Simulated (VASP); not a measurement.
InSb, 2 atoms in the cell. The structure is cubic, space group F-43m (No. 216). Conventional cell: a = 6.478 Å, b = 6.478 Å, c = 6.478 Å, α = 90.00°, β = 90.00°, γ = 90.00°. Around In (site symmetry -43m) lie 4 Sb at 2.81 Å. Sb (site symmetry -43m) has 4 In at 2.81 Å as nearest neighbours. 

| Property | Result |
| --- | --- |
| Program | VASP 6.6.1 |
| Task | relaxation of cell and atoms |
| Functional | PBEsol |
| Potentials or basis | VASP PAW PBE potentials, release 64 (In_d, Sb) |
| Cutoff | 600 eV |
| k mesh | 10 × 10 × 10 |
| Occupations | gaussian, width 0.03 eV |
| Spin | no spin polarisation |
| Further INCAR settings | ALGO = Normal; EDIFF = 1e-06; IBRION = 2; EDIFFG = -0.01; NSW = 90; ISIF = 3 |

Potentials or basis: VASP PAW PBE potentials, release 64 (In_d, Sb).

Launch:

```console
$ cat potpaw_PBE.64/In_d/POTCAR potpaw_PBE.64/Sb/POTCAR > POTCAR
$ mpirun -np 1 vasp_std > vasp.out
```

Hardware: 1 thread of Intel(R) Xeon(R) 6975P-C (Granite Rapids), on a shared host.

Problem. How long does it take, and how much memory?

Solution. It took 61 s on 1 thread of Intel(R) Xeon(R) 6975P-C (Granite Rapids), on a shared host, peak memory 0.27 GiB. Counts: scf iterations 27, k points 47, ion steps 3.
